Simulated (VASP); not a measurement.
VASP runs on LaPt$_{5}$ (space group P6/mmm) share one base input (PBEsol GGA, plane waves, VASP's PBE PAW potentials (set 64)) and change the settings named in each case.

KPOINTS:
```
Automatic
0
Gamma
  7 7 7
0 0 0
```

File POSCAR:
```
LaPt5
1
    5.3930000000     0.0000000000     0.0000000000
   -2.6965000000     4.6704750000     0.0000000000
    0.0000000000     0.0000000000     4.3880000000
Pt La
5 1
Direct
  0.3333330000   0.6666670000   0.0000000000
  0.6666670000   0.3333330000   0.0000000000
  0.5000000000   0.0000000000   0.5000000000
  0.5000000000   0.5000000000   0.5000000000
  0.0000000000   0.5000000000   0.5000000000
  0.0000000000   0.0000000000   0.0000000000
```

### INCAR
```
LMAXMIX = 6   # l cut-off of mixed one-centre charges
LREAL = .False.   # projection in real space or not
GGA = PS
LWAVE = .False.
LCHARG = .False.
ISIF = 2
EDIFF = 1E-6   # SCF stop (eV)
NELM = 100
LASPH = .True.   # aspherical one-centre terms
ALGO = Normal
ENCUT = 300   # plane-wave cut-off (eV)
PREC = Accurate
SIGMA = 0.1
ISMEAR = 0
SYSTEM = LaPt5
```

POTCAR, in this order: Pt La (PBE.64 set). Program: vasp_std.

| change | E(σ→0) (eV/atom) | pressure (GPa) | −TS (eV) |
|---|---|---|---|
| base run | -7.4354 | -2.45 | -0.0190 |
| GGA removed, POTCAR Pt La (LDA.64 set) | -7.9177 | -5.81 | -0.0195 |
| GGA_COMPAT = .FALSE., LNONCOLLINEAR = .TRUE., LSORBIT = .TRUE., MAGMOM = 0.0 0.0 0.0 0.0 0.0 0.0 0.0 0.0 0.0 0.0 0.0 0.0 0.0 0.0 0.0 0.0 0.0 0.0, program vasp_ncl | -7.7805 | ? | ? |
| KPOINTS 2×2×3 Γ-centred mesh | -7.5002 | -3.78 | -0.0366 |

Problem. What belongs in the gaps?

Solution. 
- GGA_COMPAT = .FALSE., LNONCOLLINEAR = .TRUE., LSORBIT = .TRUE., MAGMOM = 0.0 0.0 0.0 0.0 0.0 0.0 0.0 0.0 0.0 0.0 0.0 0.0 0.0 0.0 0.0 0.0 0.0 0.0, program vasp_ncl, pressure (GPa): -2.54
- GGA_COMPAT = .FALSE., LNONCOLLINEAR = .TRUE., LSORBIT = .TRUE., MAGMOM = 0.0 0.0 0.0 0.0 0.0 0.0 0.0 0.0 0.0 0.0 0.0 0.0 0.0 0.0 0.0 0.0 0.0 0.0, program vasp_ncl, −TS (eV): -0.0205

Energies of different potentials or functionals have different zeros.  Unless said otherwise, spin-orbit coupling is left out, though it shifts the bands of the heavy elements here. At 300 eV the pressure can carry a Pulay error.

Left out are runs that ran out of time, are held back, or changed the cell or the kind of run, fixed moments of cells without a moment, rows past the twelfth, gaps on odd meshes, pressures of charged cells and columns that move by less than the noise.

The structure comes from a measured LaPt5 entry of the Crystallography Open Database, whose conditions weren't checked. The cell was not relaxed at this level.
